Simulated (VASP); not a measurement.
An input for Ansatz (written as the equivalent of a VASP run, and not itself run):

Ansatz 0.2 input:
```yaml
crystal:
  lattice:
    - [0.0000000, 2.0227834, 2.0227834]
    - [2.0227834, 0.0000000, 2.0227834]
    - [2.0227834, 2.0227834, 0.0000000]
  atoms:
    - { symbol: Al, position: [0.0000000, 0.0000000, 0.0000000] }
    - { symbol: N, position: [0.5000000, 0.5000000, 0.5000000] }
kpoints:
  mp_grid: { grid: [11, 11, 11] }
hamiltonian:
  xc: pbesol
  pseudopotentials: { kind: paw }
scf:
  occupations: { method: gaussian, width: 0.05 }
  max_iter: 100
relax:
  max_steps: 40
  f_tol: 0.02
  cell: {}
output: { forces: true, stress: true, eigenvalues: true }
```

Task: Write the VASP files for the same calculation (PBEsol).

Result: This is not unique; one that fits is 
**POSCAR**
```
AlN
1
    0.0000000000     2.0227834001     2.0227834001
    2.0227834001     0.0000000000     2.0227834001
    2.0227834001     2.0227834001     0.0000000000
Al N
1 1
Direct
  0.0000000000   0.0000000000   0.0000000000
  0.5000000000   0.5000000000   0.5000000000
```

### INCAR
```
SYSTEM  =  AlN
PREC  =  Accurate; ENCUT  =  620; LREAL  =  .FALSE.
LASPH  =  .TRUE.
EDIFF  =  1E-6; NELM  =  100; ALGO  =  Normal
ISMEAR  =  0; SIGMA  =  0.05
GGA  =  PS
IBRION  =  2; NSW  =  40; ISIF  =  3
EDIFFG  =  -0.02
LWAVE  =  .FALSE.; LCHARG  =  .FALSE.
```

### KPOINTS
```
Regular mesh
0
Gamma
 11 11 11
```

POTCAR, in this order: Al N (PBE.64 set). Program: vasp_std.

The two are equivalent in intent, not identical: each code has its own PAW files, so the cut-off isn't converted (ENCUT is set for VASP's; basis.ecutwfc is left out, and Ansatz then takes the one that its files recommend); Ansatz stops its SCF on the density residual and VASP on the energy change (EDIFF).

The structure was generated: AlN was put into the rock salt type (Fm-3m), which need not be its known phase. It was relaxed first, which changed the volume by -7 %.
